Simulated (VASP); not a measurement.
**NaLa in VASP: convergence with SIGMA**

Input of the first run (SIGMA 0.3 eV); the others differ in this setting and in those tied to it:

Contents of INCAR:

```
PREC = Accurate
ENCUT = 520
EDIFF = 1E-6
ISMEAR = 0
SIGMA = 0.3
LREAL = False
LASPH = True
NELM = 80
ALGO = Normal
ISIF = 2
LWAVE = False
LCHARG = False
GGA = PE
```

KPOINTS

```
Automatic mesh
0
Gamma
  9 9 4
```

The input POSCAR:

```
NaLa
1.0
    3.6062507687      0.0000000000      0.0000000000
   -1.8031253843      3.1231047781      0.0000000000
    0.0000000000      0.0000000000      6.4837820000
La Na
1 1
Direct
    0.3333333333      0.6666666667      0.5000000000
    0.0000000000      0.0000000000      0.0000000000
```

Potentials or basis: VASP PAW PBE potentials, release 64 (La, Na_pv).

Launch:

```console
$ cat potpaw_PBE.64/La/POTCAR potpaw_PBE.64/Na_pv/POTCAR > POTCAR
$ mpirun -np 1 vasp_std > vasp.out
```

The cell comes from a database or a generator and needn't be the stable form of this composition.

Hardware: 1 thread of Intel(R) Xeon(R) Platinum 8375C CPU @ 2.90GHz (Ice Lake), on a shared host.

```
  SIGMA  energy less the tightest run, at zero smearing (meV/atom)  pressure (GPa)  SCF cycles  CPU time (s)  peak memory (GiB)
 0.3 eV                                                      -3.68           -0.04          15            46               0.21
 0.2 eV                                                      -2.24           -0.09          13            47               0.21
0.15 eV                                                      -1.42           -0.09          14            42               0.21
 0.1 eV                                                      -0.63           -0.07          14            41               0.21
0.05 eV                                                      -0.23           -0.02          14            44               0.21
0.02 eV                                                      -0.10            0.01          15            47               0.21
0.01 eV                                                       0.00            0.01          15            44               0.21
```

Against the tightest run, the energy stays within 1 meV/atom from 0.1 eV on; the pressure stays within 0.1 GPa from 0.3 eV on. Narrower smearing needs a denser k mesh, so at a fixed mesh the narrowest width isn't the most accurate. The tightest run that finished is the yardstick and may itself not be fully converged.

The run has no spin-orbit coupling, so splittings on La are missing.
